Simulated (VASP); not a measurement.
These are LDA (Ceperley-Alder, Perdew-Zunger), VASP's LDA PAW potentials (set 64) (plane waves; VASP) values and carry that method's errors.

A VASP calculation is set up with these files.

INCAR:
```
LWAVE = .FALSE.
LORBIT = 11   # lm-projected
LREAL = .FALSE.   # projection in real space or not
PREC = Normal
ENCUT = 400
LASPH = .TRUE.   # aspherical one-centre terms
ISMEAR = 0
LVHAR = .TRUE.
ALGO = Normal   # blocked Davidson
NELMIN = 4
LMAXMIX = 6   # l cut-off of mixed one-centre charges
NELM = 100   # most electronic steps
SIGMA = 0.05
LCHARG = .FALSE.
SYSTEM = WSe2 monolayer
EDIFF = 1E-6
```

**POSCAR**
```
WSe2 monolayer
3.2499420
  0.9999999111   0.0000000000   0.0000000000
 -0.4999999556   0.8660252291   0.0000000000
  0.0000000000   0.0000000000   5.9180596996
W Se
1 2
Direct
  0.6666670000   0.3333330000   0.5000000000
  0.3333330000   0.6666670000   0.5867511839
  0.3333330000   0.6666670000   0.4132488161
```

**KPOINTS**
```
Automatic mesh
0
Gamma
12 12 1
0 0 0
```

POTCAR, in this order: W_sv Se (LDA.64 set). Program: vasp_std. Read from the step before: WAVECAR.

The run wrote:

**OSZICAR**
```
       N       E                     dE             d eps       ncg     rms          rms(c)
DAV:   1    -0.241242097026E+02   -0.24124E+02   -0.51415E-04   656   0.340E-01    0.504E-03
DAV:   2    -0.241242089865E+02    0.71617E-06   -0.50569E-06   642   0.148E-02    0.208E-03
DAV:   3    -0.241242088374E+02    0.14902E-06   -0.57910E-07   344   0.558E-03    0.814E-04
DAV:   4    -0.241242087549E+02    0.82554E-07   -0.28401E-07   326   0.313E-03
   1 F= -.24124209E+02 E0= -.24124209E+02  d E =-.257979E-17
```

### OUTCAR
```
------------------------ aborting loop because EDIFF is reached ----------------------------------------
  FORCE on cell =-STRESS in cart. coord.  units (eV):
  Direction    XX          YY          ZZ          XY          YZ          ZX
  --------------------------------------------------------------------------------------
  Total        0.0633211      0.0633211      0.0371724     -0.0000000     -0.0000000      0.0000000
  in kB        0.5766631      0.5766630      0.3385282     -0.0000000     -0.0000000      0.0000000
  external PRESSURE =       0.4972848 kB  Pullay stress =       0.0000000 kB
  volume of cell :      175.93
      direct lattice vectors                 reciprocal lattice vectors
     3.249941711  0.000000000  0.000000000     0.307697826  0.177649443  0.000000000
    -1.624970856  2.814531765  0.000000000     0.000000000  0.355298886  0.000000000
     0.000000000  0.000000000 19.233350776     0.000000000  0.000000000  0.051993020
 POSITION                                       TOTAL-FORCE (eV/Angst)
 -----------------------------------------------------------------------------------
      1.62497      0.93818      9.61668         0.000000     -0.000000      0.000000
     -0.00000      1.87636     11.28519        -0.000000      0.000000      0.017870
     -0.00000      1.87636      7.94816        -0.000000      0.000000     -0.017870
 -----------------------------------------------------------------------------------
    total drift:                               -0.000733      0.000428      0.000000
  FREE ENERGIE OF THE ION-ELECTRON SYSTEM (eV)
  ---------------------------------------------------
  free  energy   TOTEN  =       -24.1242087549 eV

  energy  without entropy=      -24.1242087549  energy(sigma->0) =      -24.12420875

 total charge

# of ion       s       p       d       tot
------------------------------------------
    1        2.317   6.293   3.452  12.062
    2        1.478   2.370   0.073   3.921
    3        1.478   2.370   0.073   3.921
--------------------------------------------------
tot          5.273  11.032   3.599  19.904
```
(Selected blocks of OUTCAR.)

The cell is a sheet with vacuum, built from WSe2 (2H layered).
